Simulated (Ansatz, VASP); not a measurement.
## Cross-check of NiO2 between VASP and Ansatz

Aim: how closely do two programs agree when they are given the same cell, functional and k mesh? Of the first pair: The structure shown is the end of the Ansatz relaxation below.

Main program and level: Ansatz 0.2.0; plane waves, with VASP 6.6.1 beside it; LDA.

## 1. Set-up

The cell holds 3 atoms: 1 Ni and 2 O. Its edges and angles: a = 2.756 Å, b = 2.756 Å, c = 28.308 Å, α = 90.0°, β = 90.0°, γ = 120.0°. Vacuum lies along c.

## 2. Ansatz: relaxation, LDA

Ansatz runs on its default PAW (the set named soft_2) files.

This run makes the geometry at which the two programs are then compared.

Input file input.yaml:

```yaml
crystal:
  lattice:
    - [2.7563464554, 0.0, 0.0]
    - [-1.3781732277, 2.387066052, 0.0]
    - [0.0, 0.0, 28.308]
  atoms:
    - { symbol: Ni, position: [0.0, 0.0, 0.3532570298] }
    - { symbol: O, position: [0.3333333333, 0.6666666667, 0.385796063] }
    - { symbol: O, position: [0.6666666667, 0.3333333333, 0.3207179966] }
  periodic: [true, true, false]
kpoints:
  mp_grid: { grid: [12, 12, 1] }
hamiltonian:
  xc: lda
scf:
  occupations: { method: gaussian, width: 0.02 }
output:
  forces: true
  stress: true
  eigenvalues: true
relax:
  adjacent_minimum: "off"
  f_tol: 0.005
  max_steps: 80
  cell: { stress_2d_tol: 0.02 }
```

Started as:

```bash
> ansatz run input.yaml --threads 8 --pin off --max-ram 14336MiB --backend cpu --events-out ev --progress --plain --runs-dir out
```

Numbers of over 12 decimals in the logs are rounded to 6 here.

What it wrote:

```text
Engine: ansatz 0.2.0, aarch64-unknown-linux-gnu
Pseudopotentials: kind: paw
Pseudopotential: Ni, paw, valence charge 18, recommended cutoff 420 eV (normal), Ni.paw.azcp
Pseudopotential: O, paw, valence charge 6, recommended cutoff 420 eV (normal), O.paw.azcp
Functional definition: SPW92
  exchange = slater_x
  correlation = pw_c
Crystal: 3 atoms, lattice volume = 186.255 Å³
Basis set: ecut = 420 eV, 3641 PW (Γ)
Bands: 19, of which v1, the nominal top of the filled ones, is band 15 counted from 1 (14 counted from 0)
Symmetry: 12 space group operations
Space group: P-3m1 (ITA 164), of the structure as read, at distance tolerance 5.7e-5 Å
k-points: 19 of 144
Non-local potential: Ni, projectors of the file, l = 0: 3, l = 1: 2, l = 2: 3, l = 3: 1
Non-local potential: O, projectors of the file, l = 0: 2, l = 1: 2, l = 2: 1
PAW form: soft (Blöchl's): semilocal exchange-correlation on the pseudo side does not see the compensation charge
PAW frozen core: Ni, regenerated for the run's functional, and the local potential with it (the file was generated under x = pbe(κ = 0.804, μ = 0.219515), c = pbe(β = 0.066725))
PAW frozen core: O, regenerated for the run's functional, and the local potential with it (the file was generated under x = pbe(κ = 0.804, μ = 0.219515), c = pbe(β = 0.066725))
PAW one-centre angular grid: Ni, 590 points (default); XC on 64 Gauss nodes
PAW one-centre angular grid: O, 110 points (default); XC on 64 Gauss nodes
Initial density: superposition of atomic densities (neutral atoms: chi_scale 0, normalization atom), corrected by the library's trained network
Initial wavefunctions: pseudopotential atomic-orbital guess
Functional: x = slater, c = lda
SCF iter   1: F=—  HF=-6880.989303 eV  |F-HF|=—  |Δ(HF+E_count)|=         —  Δρ=7.03e-3  dr2=5.89e-2  ethr=1.77e-3  ⟨swp⟩=12.6  Hψ=2888  notcnv=0
preconditioner: auto → Resta (q_TF=auto, 2.012 Å⁻¹)  ε∞=2.1  [insulator: Δε(μ)=1.339 eV  Ē_g=12.164 eV  σ=0.020 eV  W_gap=1.00  n_scr=18 (ndim 8)  ℏωp=12.8 eV  f_vac=0.833  D(μ)=0.00/eV (n_scr^D=0)  ε∞_Penn≈2.1  vacuum switching on, ρ_ref=1.1e-2 e/Å³]
SCF iter   2: F=—  HF=-6880.970306 eV  |F-HF|=—  |Δ(HF+E_count)|=   1.90e-2  Δρ=4.25e-3  dr2=1.88e-2  ethr=1.96e-4  ⟨swp⟩=3.4  Hψ=1044  notcnv=0
SCF iter   3: F=—  HF=-6880.976237 eV  |F-HF|=—  |Δ(HF+E_count)|=   5.93e-3  Δρ=6.83e-3  dr2=6.62e-2  ethr=6.26e-5  ⟨swp⟩=3.4  Hψ=856  notcnv=0  recentre
SCF iter   4: F=—  HF=-6880.968484 eV  |F-HF|=—  |Δ(HF+E_count)|=   7.75e-3  Δρ=9.69e-4  dr2=6.62e-4  ethr=6.26e-5  ⟨swp⟩=3.3  Hψ=900  notcnv=0
SCF iter   5: F=—  HF=-6880.968473 eV  |F-HF|=—  |Δ(HF+E_count)|=   1.19e-5  Δρ=8.41e-5  dr2=1.28e-5  ethr=2.21e-6  ⟨swp⟩=3.3  Hψ=895  notcnv=0
SCF iter   6: F=—  HF=-6880.968545 eV  |F-HF|=—  |Δ(HF+E_count)|=   7.22e-5  Δρ=2.45e-5  dr2=8.27e-7  ethr=4.25e-8  ⟨swp⟩=3.6  Hψ=830  notcnv=0
iter 7 did not close the SCF: its close was put off until two iterations running show no level that it waits for move by more than its bar (scf_convergence_deferred on its scf_iter line)
SCF iter   7: F=-6880.968545 eV  HF=-6880.968545 eV  |F-HF|=1.72e-8  |Δ(HF+E_count)|=   3.17e-7  Δρ=7.63e-6  dr2=8.83e-8  ethr=3.33e-10  ⟨swp⟩=13.2  Hψ=2475  notcnv=0
SCF iter   8: F=-6880.968545 eV  HF=-6880.968545 eV  |F-HF|=1.77e-9  |Δ(HF+E_count)|=   4.06e-8  Δρ=1.61e-6  dr2=2.86e-9  ethr=2.94e-10  ⟨swp⟩=4.0  Hψ=1535  notcnv=0
SCF 1 converged in 8 iterations: F = -6880.968545 eV  dr2 = 2.86e-9
  greatest PAW one-centre occupation: 1.001 electrons in one spin orbital (limit 2), on the Ni atom at site 0 (counted from 0), in its partial waves of l = 1
relax step   1: F+E_penalty+E_count = -6880.96854514 eV  Δ(F+E_penalty+E_count) = +0.000e0 eV  max|allowed force component| = 2.671e-4 eV/Å  Δτ_max = 0.0000 Å  P = -0.003 N/m  Ω = 186.255 Å³  fix = [c, alpha, beta]  reactions: c -0.000 N/m  (8 SCF iters, dr2 threshold 1.00e-7 eV, accepted)
Initial density: handed on by an earlier stage of this run
Initial wavefunctions: pseudopotential atomic-orbital guess (no wavefunctions were taken with the density)
iter 1 solved again at ethr=1.47e-7 eV; its pass at ethr=3.10e-3 eV (dr2=4.42e-5 eV) is discarded
SCF iter   1: F=—  HF=-6880.968475 eV  |F-HF|=—  |Δ(HF+E_count)|=         —  Δρ=2.07e-6  dr2=3.55e-9  ethr=1.47e-7  ⟨swp⟩=5.8  Hψ=4656  notcnv=0
eigensolver tolerance schedule: the retry pair's looser diagonalisation over-reported the residual by 12456.14 of it (diagonalisation noise at 1.45 of the residual, at the tolerance the schedule requests for it); recorded, not acted on — ethr = c·dr2/N_el stays at c = 1.0e-1
preconditioner: auto → Resta (q_TF=auto, 2.012 Å⁻¹)  ε∞=2.1  [insulator: Δε(μ)=1.294 eV  Ē_g=12.247 eV  σ=0.020 eV  W_gap=1.00  n_scr=18 (ndim 8)  ℏωp=12.8 eV  f_vac=0.832  D(μ)=0.00/eV (n_scr^D=0)  ε∞_Penn≈2.1  vacuum switching on, ρ_ref=1.1e-2 e/Å³]
SCF iter   2: F=—  HF=-6880.968545 eV  |F-HF|=—  |Δ(HF+E_count)|=   7.00e-5  Δρ=3.45e-6  dr2=1.54e-8  ethr=1.18e-11  ⟨swp⟩=6.3  Hψ=1491  notcnv=0
SCF iter   3: F=—  HF=-6880.968545 eV  |F-HF|=—  |Δ(HF+E_count)|=   1.64e-9  Δρ=1.12e-6  dr2=1.74e-9  ethr=1.18e-11  ⟨swp⟩=2.9  Hψ=729  notcnv=0
SCF iter   4: F=—  HF=-6880.968545 eV  |F-HF|=—  |Δ(HF+E_count)|=  1.22e-10  Δρ=3.74e-7  dr2=1.95e-10  ethr=5.81e-12  ⟨swp⟩=1.6  Hψ=450  notcnv=0
SCF iter   5: F=—  HF=-6880.968545 eV  |F-HF|=—  |Δ(HF+E_count)|=  1.58e-10  Δρ=3.17e-7  dr2=1.24e-10  ethr=1.00e-12  ⟨swp⟩=3.0  Hψ=709  notcnv=0
SCF iter   6: F=—  HF=-6880.968545 eV  |F-HF|=—  |Δ(HF+E_count)|=  1.82e-12  Δρ=1.29e-7  dr2=1.58e-11  ethr=1.00e-12  ⟨swp⟩=1.3  Hψ=388  notcnv=0
SCF iter   7: F=-6880.968545 eV  HF=-6880.968545 eV  |F-HF|=6.55e-11  |Δ(HF+E_count)|=  9.09e-12  Δρ=4.90e-8  dr2=1.51e-12  ethr=1.00e-12  ⟨swp⟩=10.1  Hψ=2621  notcnv=0
SCF 2 converged in 7 iterations: F = -6880.968545 eV  dr2 = 1.51e-12
relax step   2: F+E_penalty+E_count = -6880.96854515 eV  Δ(F+E_penalty+E_count) = -2.272e-9 eV  max|allowed force component| = 2.743e-4 eV/Å  Δτ_max = 0.0000 Å  P = -0.003 N/m  Ω = 186.255 Å³  fix = [c, alpha, beta]  reactions: c -0.000 N/m  stress off target by 2.87e-3 N/m on what of the cell is left free  SCF on the basis re-selected at this cell (its energy is not comparable with the rows above)  (7 SCF iters)
basis re-selected at this cell: Δ(F+E_penalty+E_count) = -2.272e-9 eV, ΔP = +0.000 N/m vs the last step (what re-selecting the basis moved, of the pressure what is left beyond the Pulay correction that the steps carried, after the strain that the cell walked since its last selection, with what the two solves' SCF thresholds leave and, on support functions, any second-order correction that the steps lacked; it is no m [...]
SCF converged after 7 iterations
Free energy (F): -6880.968545 eV
Harris-Foulkes:  -6880.968545 eV  (|F-HF|=6.55e-11)
Internal energy: -6880.968545 eV  (E = F + TS)
E sigma→0 (E₀):  -6880.968545 eV
Fermi energy:    -7.647325 eV
--- Per-component energies (eV) ---
  E_band       = -968.418436
  E_kinetic    = 624.727005
  E_local      = -81921.690625  (includes V_loc(G=0)·N_el)
  E_nonlocal   = 728.570703
  E_hartree    = 40235.906453
  E_xc         = -228.794845
  E_vxc        = -294.918580  (∫ρ·V_xc dr)
  E_paw        = -1845.071533  (= ΣΔE_a)
  E_vpaw       = -576.925056  (= ΣTr[D̂ρ^β])
  E_aug_tail   = 0.005103  (compensation charges beyond the density's cutoff)
  E_ewald      = 35524.751230
  E_core_change = 0.627963  (= ΣΔE_core)
  E_smearing   = -0.000000  (= −TS)
  E_closure    = -0.000000  (closes the sum)
  Σ components = -6880.968545   (vs F -6880.968545, Δ=0.00e0)
--- Forces (eV/Å), atoms counted from 1 ---
  atom   1  Ni    -0.00000000     0.00000000     0.00000000
  atom   2  O      0.00000000     0.00000000     0.00027425
  atom   3  O      0.00000000    -0.00000000    -0.00027425
  max |Σ_I F_I| component: 4.16e-17 eV/Å
--- 2D stress c σ (N/m, compression-positive) ---
       -0.002867       0.000000       0.000000
        0.000000      -0.002867       0.000000
        0.000000       0.000000       0.000000
  P = ½ c Tr σ = -0.0029 N/m
--- Band table (eV; the first three rows and the last of 19) ---
  k-point 0: bands = [... 11 lower, -9.7571, -9.3648, -9.3648, -8.3488, -5.7924, -5.7924, -0.8019, -0.3367]
  k-point 1: bands = [... 11 lower, -9.5929, -9.4541, -9.2006, -8.2986, -6.0435, -5.8541, -0.5728, -0.1642]
  k-point 2: bands = [... 11 lower, -9.6394, -9.1612, -9.0010, -8.3172, -6.6159, -5.9805, 0.0511, 0.3426]
  k-point 18: bands = [... 11 lower, -11.2243, -10.0759, -8.9434, -8.9434, -6.6270, -6.6270, 6.2417, 6.4800]
--- Relaxed structure (1 steps of the walk, 1 accepted, 1 SCFs on fresh bases) ---
  F+E_penalty+E_count = -6880.96854515 eV   max|allowed force component| = 2.743e-4 eV/Å   (the final SCF, on the basis selected at the relaxed cell)
  cell:  # Å, volume = 186.2548 Å³
    - [2.756346, 0.0, 0.0]
    - [-1.378173, 2.387066, 0.0]
    - [0.0, 0.0, 28.308]
  atoms:
    - { symbol: Ni, position: [0.0, 0.0, 0.353257] }
    - { symbol: O, position: [0.333333, 0.666667, 0.385796] }
    - { symbol: O, position: [0.666667, 0.333333, 0.3207179966] }
```

In the SCF lines HF is the Harris–Foulkes energy and dr2 the Hartree energy of the density residual, in eV; the loop may stop once dr2 is under the threshold and the program's other checks hold. Hψ counts applications of the Hamiltonian.

## 3. VASP: single point, LDA, relaxed cell, pair 1

The same cell, functional (in two slightly different forms), mesh and smearing now go to VASP, with its own data sets.

Lines of VASP's logs that name or quote its potential files are left out, and so is its time.

Input file INCAR:

```
SYSTEM = NiO2
PREC = Accurate
ENCUT = 520
EDIFF = 1E-06
NELM = 120
ISMEAR = 0
SIGMA = 0.02
LREAL = .FALSE.
ALGO = Normal
GGA = PW92
NBANDS = 17
LASPH = .TRUE.
LORBIT = 11
LWAVE = .FALSE.
LCHARG = .FALSE.
ISIF = 2
LDIPOL = .TRUE.
IDIPOL = 3
DIPOL = 0.5 0.5 0.353
LVHAR = .TRUE.
GGA_COMPAT = .FALSE.
EFERMI = MIDGAP
NELMDL = -8
```

Input file POSCAR:

```
NiO2
1.0
    2.7563464554      0.0000000000      0.0000000000
   -1.3781732277      2.3870660520      0.0000000000
    0.0000000000      0.0000000000     28.3080000000
Ni O
1 2
Direct
    0.0000000000      0.0000000000      0.3532570298
    0.3333333333      0.6666666667      0.3857960630
    0.6666666667      0.3333333333      0.3207179966
```

Input file KPOINTS:

```
Automatic mesh
0
Gamma
12 12 1
0 0 0
```

Potentials, in the order of the species: Ni and O (LDA family, release 64).

Started as:

```bash
> mpirun -np 1 vasp_std
```

What it wrote:

```text
[banner, memory and clock lines left out]
running    1 mpi-ranks, on    1 nodes
 distrk:  each k-point on    1 cores,    1 groups
 distr:  one band on    1 cores,    1 groups

 POSCAR found type information on POSCAR NiO
 POSCAR found :  2 types and       3 ions
|                                                                             |
|               ----> ADVICE to this user running VASP <----                  |
|                                                                             |
|     You enforced a specific xc type in the INCAR file but a different       |
|     [... a line on the potential file left out ...]
|     I HOPE YOU KNOW WHAT YOU ARE DOING!                                     |
|                                                                             |

 LDA part: xc-table for (Slater(with rela. corr.)+PW92), standard interpolation
 POSCAR, INCAR and KPOINTS ok, starting setup
 FFT: planning ... GRIDC
 FFT: planning ... GRID_SOFT
 FFT: planning ... GRID
 WAVECAR not read
 entering main loop
       N       E                     dE             d eps       ncg     rms          rms(c)
DAV:   1     0.201908450015E+03    0.20191E+03   -0.88183E+03   654   0.102E+03
DAV:   2     0.316494496746E+01   -0.19874E+03   -0.18543E+03   926   0.255E+02
DAV:   3    -0.271804764268E+02   -0.30345E+02   -0.30138E+02   670   0.125E+02
DAV:   4    -0.278492092262E+02   -0.66873E+00   -0.66827E+00   821   0.244E+01
DAV:   5    -0.278634281020E+02   -0.14219E-01   -0.14217E-01   862   0.293E+00
DAV:   6    -0.278638191656E+02   -0.39106E-03   -0.39105E-03   851   0.476E-01
DAV:   7    -0.278638371366E+02   -0.17971E-04   -0.17971E-04   941   0.814E-02
DAV:   8    -0.278638371888E+02   -0.52132E-07   -0.52194E-07   641   0.535E-03    0.290E+01
DAV:   9    -0.328461509379E+02   -0.49823E+01   -0.69571E+01   800   0.184E+02    0.467E+01
DAV:  10    -0.224894391856E+02    0.10357E+02   -0.13197E+01   820   0.821E+01    0.183E+01
DAV:  11    -0.203253843135E+02    0.21641E+01   -0.12670E+01   912   0.913E+01    0.782E+00
DAV:  12    -0.203864212234E+02   -0.61037E-01   -0.28811E+00   976   0.465E+01    0.497E+00
DAV:  13    -0.201211145061E+02    0.26531E+00   -0.68548E-01   845   0.212E+01    0.151E+00
DAV:  14    -0.201095012799E+02    0.11613E-01   -0.76606E-02  1003   0.347E+00    0.100E+00
DAV:  15    -0.201040733853E+02    0.54279E-02   -0.84393E-03   873   0.129E+00    0.537E-01
DAV:  16    -0.201024948386E+02    0.15785E-02   -0.35546E-03   876   0.161E+00    0.229E-01
DAV:  17    -0.201026021333E+02   -0.10729E-03   -0.83492E-04   964   0.464E-01    0.110E-01
DAV:  18    -0.201025618929E+02    0.40240E-04   -0.10461E-04   961   0.282E-01    0.325E-02
DAV:  19    -0.201025619727E+02   -0.79764E-07   -0.26632E-05   956   0.660E-02    0.181E-02
DAV:  20    -0.201025647937E+02   -0.28210E-05   -0.25711E-06   668   0.273E-02    0.125E-02
DAV:  21    -0.201025656635E+02   -0.86980E-06   -0.57966E-07   575   0.244E-02
   1 F= -.20102566E+02 E0= -.20102566E+02  d E =0.000000E+00
```

OUTCAR, selected parts (step 3):

```text
ion  position               nearest neighbor table
   1  0.000  0.000  0.353-   3 1.84   2 1.84   3 1.84   2 1.84   3 1.84   2 1.84
   2  0.333  0.667  0.386-   1 1.84   1 1.84   1 1.84
   3  0.667  0.333  0.321-   1 1.84   1 1.84   1 1.84

  LATTYP: Found a hexagonal cell.
 ALAT       =     2.7563464554
 C/A-ratio  =    10.2701167861

 Subroutine GETGRP returns: Found 12 space group operations
 (whereof  6 operations were pure point group operations)

The static configuration has the point symmetry C_3v.
 The point group associated with its full space group is D_3d.

 Found     19 irreducible k-points:

   k-points           NKPTS =     19   k-points in BZ     NKDIM =     19   number of bands    NBANDS=     17

   dimension x,y,z NGX =    20 NGY =   20 NGZ =  216
   dimension x,y,z NGXF=    40 NGYF=   40 NGZF=  432

   ENCUT  =  520.0 eV  38.22 Ry    6.18 a.u.   5.12  5.12 52.63*2*pi/ulx,y,z

   NELECT =      22.0000    total number of electrons

 k-points in reciprocal lattice and weights: Automatic mesh
   0.00000000  0.00000000  0.00000000       0.007
   0.08333333  0.00000000  0.00000000       0.042
   0.16666667  0.00000000  0.00000000       0.042
   0.25000000  0.00000000  0.00000000       0.042
   0.33333333  0.00000000  0.00000000       0.042
   0.41666667  0.00000000  0.00000000       0.042
   0.50000000  0.00000000  0.00000000       0.021
   0.08333333  0.08333333  0.00000000       0.042
   0.16666667  0.08333333  0.00000000       0.083
[...]
0.33333333  0.25000000  0.00000000       0.083
   0.33333333  0.33333333  0.00000000       0.014

 dipolmoment           0.000000      0.000000      0.000005 electrons x Angstroem

 average (electrostatic) potential at core
       1 -98.6145       2 -82.5558       3 -82.5558

 E-fermi :  -5.9326

 k-point     1 :       0.0000    0.0000    0.0000
  band No.  band energies     occupation
    ...
      7      -8.7155      2.00000
      8      -7.9841      2.00000
      9      -7.5856      2.00000
     10      -7.5856      2.00000
     11      -6.6227      2.00000
     12      -4.0810      0.00000
     13      -4.0810      0.00000
     14       0.9895      0.00000
     15       1.4199      0.00000
     16       1.7469      0.00000
    ...

 k-point     2 :       0.0833    0.0000    0.0000
  band No.  band energies     occupation
    ...
      7      -8.9229      2.00000
      8      -7.8187      2.00000
      9      -7.6947      2.00000
     10      -7.4354      2.00000
     11      -6.5722      2.00000
     12      -4.3313      0.00000
     13      -4.1422      0.00000
     14       1.2156      0.00000
     15       1.5932      0.00000
     16       1.9344      0.00000
    ...

 k-point     3 :       0.1667    0.0000    0.0000
  band No.  band energies     occupation
    ...
      7      -9.2981      2.00000
      8      -7.8920      2.00000
      9      -7.3945      2.00000
     10      -7.2518      2.00000
     11      -6.5929      2.00000
     12      -4.9060      0.00000
     13      -4.2676      0.00000
     14       1.8335      0.00000
     15       2.1033      0.00000
     16       2.4925      0.00000
    ...

  Total        0.1828458      0.1828458      0.0768261      0.0000000     -0.0000000      0.0000000
  in kB        1.5728531      1.5728531      0.6608640      0.0000000     -0.0000000      0.0000000
  external PRESSURE =       1.2688567 kB  Pullay stress =       0.0000000 kB

  energy-cutoff  :      520.00
  volume of cell :      186.25
      direct lattice vectors                 reciprocal lattice vectors
     2.756346455  0.000000000  0.000000000     0.362799095  0.209462155  0.000000000
    -1.378173228  2.387066052  0.000000000     0.000000000  0.418924311  0.000000000
     0.000000000  0.000000000 28.308000000     0.000000000  0.000000000  0.035325703

 POSITION                                       TOTAL-FORCE (eV/Angst)
 -----------------------------------------------------------------------------------
      0.00000      0.00000     10.00000        -0.000000      0.000000      0.000000
     -0.00000      1.59138     10.92111        -0.000000      0.000000      0.068012
      1.37817      0.79569      9.07889         0.000000     -0.000000     -0.068012
 -----------------------------------------------------------------------------------
    total drift:                                0.000000      0.000000     -0.000157

  FREE ENERGIE OF THE ION-ELECTRON SYSTEM (eV)
  ---------------------------------------------------
  free  energy   TOTEN  =       -20.1025656635 eV

  energy  without entropy=      -20.1025656635  energy(sigma->0) =      -20.10256566

 vacuum level on the upper side and lower side of the slab         1.800         1.799

 total charge
# of ion       s       p       d       tot
------------------------------------------
    1        0.545   0.901   8.283   9.729
    2        1.582   3.336   0.000   4.918
    3        1.582   3.336   0.000   4.918
--------------------------------------------------
tot          3.708   7.573   8.283  19.564

[... 3 further parts left out ...]
```

This run has no spin polarisation, so a moment on Ni, if there is one, isn't seen.

## 4. Differences

Known differences besides the potentials themselves: Ansatz cuts the interaction across the vacuum, VASP repeats the sheet with a dipole correction (LDIPOL); the data sets hold 30 valence electrons in Ansatz (on its default PAW (the set named soft_2) files) and 22 in VASP; the cutoff is 420 eV in Ansatz and 520 eV in VASP; VASP's log shows a relativistic correction to its local exchange, Ansatz's none. Total energies have different zeros and are not compared.

Compared:

```
              quantity  Ansatz   VASP  difference
gap on the k mesh (eV)   1.294  1.274      +0.021
```

Forces (eV/Å; atoms numbered as in POSCAR):

```
atom       Ansatz x, y, z          VASP x, y, z
 Ni1  0.000, 0.000, 0.000   0.000, 0.000, 0.000
  O2  0.000, 0.000, 0.000   0.000, 0.000, 0.068
  O3  0.000, 0.000, 0.000  0.000, 0.000, -0.068
```

The forces differ by 32 meV/Å r.m.s., where the r.m.s. force is 0.000 eV/Å in Ansatz and 0.032 eV/Å in VASP: the atoms lie near their places of rest in Ansatz, so a percentage would say little (all taken over all components). A gap on the mesh is an upper bound, since the band edges may lie between its points. Where the cell holds vacuum, a pressure given here is an average over it and none of the material.

## 5. Other set-ups

Further runs change the set-up of one program: Ansatz's method, potentials or start, or VASP's data sets, cutoff or form of LDA. The table gives Ansatz less VASP for each quantity, since a change that brings one quantity closer may part another.

```
                                   run  r.m.s. force difference (meV/Å)  gap on the k mesh (eV)
                              as above                               32                   0.021
VASP with the data sets Ni_sv_GW and O                               41                  0.0094
```

[end of part 1 of 2]

[Lines on the potential files, build, host, timing and source positions are cut from VASP's logs without a mark.]

[Logs are printed without paths, hosts, clocks, repeated set-up lines and the standing remarks that a program may print on its own settings, such as how far it seeks lower states.]

[Hosts, paths, dates, database ids (printed as entryN), source tags and the programs' standing remarks are cut or masked in the printed files.]
